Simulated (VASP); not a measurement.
Here is a VASP 6.6.1 calculation.

File INCAR:

```
SYSTEM = Be4NiGe
ALGO = Normal
EDIFF = 1E-7
ENCUT = 520
GGA = PE
ISIF = 2
ISMEAR = -1
ISPIN = 2
LASPH = .TRUE.
LCHARG = .FALSE.
LMAXMIX = 4
LORBIT = 11
LREAL = .FALSE.
LWAVE = .FALSE.
MAGMOM = 0 1 0 0 0 0
NBANDS = 29
NELM = 150
PREC = Accurate
SIGMA = 0.05
```

KPOINTS

```
k-points
0
G
  8 8 8
  0 0 0
```

Contents of POSCAR:

```
Be4NiGe
1.0
    0.0000000000      3.0659080000      3.0659080000
    3.0659080000      0.0000000000      3.0659080000
    3.0659080000      3.0659080000      0.0000000000
Ge Ni Be
1 1 4
Direct
    0.0000000000      0.0000000000      0.0000000000
    0.2500000000      0.2500000000      0.2500000000
    0.1302080000      0.6232640000      0.6232640000
    0.6232640000      0.6232640000      0.6232640000
    0.6232640000      0.6232640000      0.1302080000
    0.6232640000      0.1302080000      0.6232640000
```

Potentials or basis: VASP PAW PBE potentials, release 64 (Ge_d, Ni, Be).

The run is started by

```sh
$ cat potpaw_PBE.64/Ge_d/POTCAR potpaw_PBE.64/Ni/POTCAR potpaw_PBE.64/Be/POTCAR > POTCAR
$ mpirun -np 1 vasp_std > vasp.out
```

Problem. What does it give for the pressure?

Solution. -0.3 GPa.

Problem. What does it give for the net moment?

Solution. 0.00 μB per cell.

Forces on the atoms (eV/Å):
```
Ge   0.000  0.000  0.000
Ni   0.000  0.000  0.000
Be   0.017 -0.017 -0.017
Be   0.017  0.017  0.017
Be  -0.017 -0.017  0.017
Be  -0.017  0.017 -0.017
```
